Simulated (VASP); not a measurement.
Level of theory: LDA (Ceperley-Alder, Perdew-Zunger), VASP's LDA PAW potentials (set 64) (plane waves; VASP).

VASP ran on this input.

File POSCAR:
```
Ca3GeN
1.0
  4.8041800000   0.0000000000   0.0000000000
  0.0000000000   4.8041800000   0.0000000000
  0.0000000000   0.0000000000   4.8041800000
Ca Ge N
3 1 1
direct
  0.5000000000   0.0000000000   0.5000000000
  0.0000000000   0.5000000000   0.5000000000
  0.5000000000   0.5000000000   0.0000000000
  0.0000000000   0.0000000000   0.0000000000
  0.5000000000   0.5000000000   0.5000000000
```

KPOINTS:
```
Automatic
0
G
  7 7 7
0 0 0
```

INCAR:
```
! general
SYSTEM   =  Ca3GeN
PREC     =  Accurate
ENCUT    =  400
LREAL    =  .FALSE.
LASPH    =  .TRUE.

! electronic loop
EDIFF    =  1E-6
NELM     =  100
ALGO     =  Normal
LMAXMIX  =  4

! smearing
ISMEAR   =  -1
SIGMA    =  0.1

! ions
ISIF     =  2

! output
LWAVE    =  .FALSE.
LCHARG   =  .FALSE.
```

POTCAR, in this order: Ca_sv Ge_d N (LDA.64 set). Program: vasp_std.

At this cut-off the stress carries a Pulay error, which pulls relaxed volumes low.

Q: What does the run give for the energy per atom (σ→0), pressure, band gap (on the k-mesh)?

A: 
```
Property                                                    Result
------------------------  ----------------------------------------
energy per atom (σ→0)                               -5.036 eV/atom
band gap (on the k-mesh)  none (metal, semimetal or under 0.01 eV)
pressure                                                -43.8 kbar
```

OSZICAR:
```
...
DAV:  10    -0.252404473557E+02    0.65529E-03   -0.40361E-02  1610   0.876E-01    0.126E-01
DAV:  11    -0.252392250523E+02    0.12223E-02   -0.66779E-03  1491   0.491E-01    0.782E-02
DAV:  12    -0.252393527560E+02   -0.12770E-03   -0.16100E-03  1659   0.184E-01    0.543E-02
DAV:  13    -0.252392869815E+02    0.65775E-04   -0.76470E-04  1544   0.125E-01    0.185E-02
DAV:  14    -0.252392812158E+02    0.57657E-05   -0.12378E-04  1224   0.402E-02    0.817E-03
DAV:  15    -0.252392796796E+02    0.15363E-05   -0.96547E-06  1136   0.127E-02    0.260E-03
DAV:  16    -0.252392799961E+02   -0.31654E-06   -0.56649E-06  1107   0.937E-03
   1 F= -.25239280E+02 E0= -.25181069E+02  d E =-.116422E+00
```

The structure comes from a computed database's Ca3GeN entry; how it stands against other phases isn't given here. The cell was not relaxed at this level. The electron count is odd and the run is not spin-polarised, which forces a metal.
